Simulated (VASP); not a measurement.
A convergence study with VASP on BaS (rock salt): one setting is varied, all else stays as given below, so the limit is that of these other settings. Each run relaxes cell and ions from the cell shown.

```yaml
crystal:
  lattice:
    - [0.00000, 3.19500, 3.19500]
    - [3.19500, 0.00000, 3.19500]
    - [3.19500, 3.19500, 0.00000]
  atoms:
    - { symbol: Ba, position: [0.00000, 0.00000, 0.00000] }
    - { symbol: S, position: [0.50000, 0.50000, 0.50000] }
```

These are PBE GGA, VASP's PBE PAW potentials (set 64) (plane waves; VASP) values and carry that method's errors. The tightest run used: 550 eV cut-off, 11×11×11 Γ-centred mesh, Gaussian smearing of 0.050 eV, potentials Ba_sv S.

Unless said otherwise, spin-orbit coupling is left out, though it shifts the bands of the heavy elements here. Gaps are read on the run's mesh, which can miss a band edge.

The settings run are 2×2×2 mesh; 3×3×3 mesh; 4×4×4 mesh; 5×5×5 mesh; 7×7×7 mesh; 8×8×8 mesh; 9×9×9 mesh; 10×10×10 mesh; 11×11×11 mesh. From which on does the relaxed volume stay within 0.1 Å³/atom of the tightest run?

From 4×4×4 mesh on: it is off by 0.027 there and by no more than 0.1 in any finer run, while 3×3×3 mesh is off by 0.151.
| setting | relaxed volume (Å³/atom) | E (eV/atom) | gap on the mesh (eV) | irreducible k-points | difference judged (Å³/atom) |
|---|---|---|---|---|---|
| 2×2×2 mesh | 34.567 | -4.9599 | 2.044 | 3 | 0.927 |
| 3×3×3 mesh | 33.791 | -5.0822 | 2.449 | 4 | 0.151 |
| 4×4×4 mesh | 33.667 | -5.0948 | 2.155 | 8 | 0.027 |
| 5×5×5 mesh | 33.645 | -5.0967 | 2.271 | 10 | 0.005 |
| 7×7×7 mesh | 33.640 | -5.0971 | 2.216 | 20 | 0.000 |
| 8×8×8 mesh | 33.640 | -5.0971 | 2.159 | 29 | 0.000 |
| 9×9×9 mesh | 33.639 | -5.0971 | 2.194 | 35 | 0.001 |
| 10×10×10 mesh | 33.640 | -5.0971 | 2.159 | 47 | 0.000 |
| 11×11×11 mesh | 33.640 | -5.0971 | 2.182 | 56 | 0.000 |

Left out are rungs that failed or repeat a setting and relaxations that didn't move; long series are thinned to 24 rows.

The compound is BaS in the rock salt structure.
